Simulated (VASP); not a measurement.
A run of VASP 6.6.1:

The input INCAR:

```
  ALGO = Fast
  EDIFF = 1E-7
  EDIFFG = -0.005
  ENCUT = 600
  GGA = PS
  IBRION = 2
  ISIF = 3
  ISMEAR = 0
  LASPH = T
  LCHARG = F
  LREAL = F
  LWAVE = F
  NELM = 100
  NSW = 100
  PREC = Accurate
  SIGMA = 0.1
```

File KPOINTS:

```
k-points
0
Gamma
  18 18 10
```

POSCAR

```
Ir
1.0
    2.7165646055      0.0000000000      0.0000000000
   -1.3582823028      2.3526139594      0.0000000000
    0.0000000000      0.0000000000      4.4076892575
Ir
2
Direct
    0.6666666667      0.3333333333      0.7500000000
    0.3333333333      0.6666666667      0.2500000000
```

Potentials or basis: VASP PAW PBE potentials, release 64 (Ir).

Launch:

```console
$ cat potpaw_PBE.64/Ir/POTCAR > POTCAR
$ mpirun -np 1 vasp_std > vasp.out
```

Hardware: 1 thread of Intel(R) Xeon(R) Platinum 8259CL CPU @ 2.50GHz (Skylake/Cascade Lake), on a shared host.

Problem. Estimate the wall time of this run.

Solution. It took 3.5 min on 1 thread of Intel(R) Xeon(R) Platinum 8259CL CPU @ 2.50GHz (Skylake/Cascade Lake), with other jobs on the host, peak memory 0.24 GiB. Counts: scf iterations 49, k points 222, ion steps 5.
